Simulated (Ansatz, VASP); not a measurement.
# SiAu3: VASP beside Ansatz

The input run.py:

```python
from ase import Atoms
from ase.calculators.vasp import Vasp
from ase.dft.bandgap import bandgap

atoms = Atoms(
    ['Au', 'Au', 'Au', 'Si'],
    cell=[[0.0, 3.285734, 3.285734], [3.285734, 0.0, 3.285734], [3.285734, 3.285734, 0.0]],
    scaled_positions=[[0.5, 0.5, 0.5], [0.75, 0.75, 0.75], [0.25, 0.25, 0.25], [0.0, 0.0, 0.0]],
    pbc=True,
)
calc = Vasp(
    directory='calc',
    xc='pbesol',
    pp='PBE',
    setups='recommended',
    prec='Accurate',
    encut=520,
    ediff=1e-06,
    ismear=0,
    sigma=0.05,
    lreal=False,
    lasph=True,
    nelm=60,
    algo='Normal',
    isif=2,
    lwave=False,
    lcharg=True,
    lelf=True,
    lvhar=True,
    kpts=[7, 7, 7],
    gamma=True,
    nbands=26,
)
atoms.calc = calc

print('energy (eV):', atoms.get_potential_energy())
print('free energy (eV):', atoms.get_potential_energy(force_consistent=True))
print('forces (eV/A):')
print(atoms.get_forces())
print('stress (eV/A^3, Voigt):', atoms.get_stress())
print('Fermi level (eV):', calc.get_fermi_level())
gap, top, bottom = bandgap(calc)
print('band gap (eV):', gap, 'from (spin, k, band)', top, 'to', bottom)
```

The input input.yaml:

```yaml
crystal:
  lattice:
    - [0.0, 3.285734, 3.285734]
    - [3.285734, 0.0, 3.285734]
    - [3.285734, 3.285734, 0.0]
  atoms:
    - { symbol: Au, position: [0.5, 0.5, 0.5] }
    - { symbol: Au, position: [0.75, 0.75, 0.75] }
    - { symbol: Au, position: [0.25, 0.25, 0.25] }
    - { symbol: Si, position: [0.0, 0.0, 0.0] }
hamiltonian:
  xc: pbesol
  pseudopotentials: { kind: paw }
kpoints:
  mp_grid: { grid: [7, 7, 7] }
scf:
  occupations: { method: gaussian, width: 0.05 }
output:
  forces: true
  stress: true
  eigenvalues: true
```

The cell comes from a database or a generator and needn't be the stable form of this composition.

Alike in both runs: task single point; functional PBEsol; k mesh 7 × 7 × 7; occupations gaussian, width 0.05 eV; no spin polarisation.

```csv
,VASP,Ansatz
version,VASP 6.6.1,Ansatz 0.2.0
potentials or method,"VASP PAW PBE potentials, release 64 (Au, Si)",Ansatz PAW
plane-wave cutoff (eV),520,420
valence electrons in the cell,37,61
```

VASP gave:

| Property | Result |
| --- | --- |
| gap on the k mesh at the Fermi level (eV) | none |
| pressure (GPa) | -7.8 |

Estimate Ansatz's values.

gap on the k mesh at the Fermi level (eV): none; pressure (GPa): -7.6.

A gap of «none» marks a metal or a gap that the smearing closes. With one functional, cell and mesh, what is left measures potentials, basis and numerics. The two sets of potentials don't hold the same shells in valence.

Caveats: the PAW data sets were made with another functional, which shifts forces and pressure a little (VASP); the PAW data sets come from PBE, with cores solved anew for the run's functional, which leaves a small shift of forces and pressure (Ansatz). The runs have no spin-orbit coupling, so splittings on Au are missing.
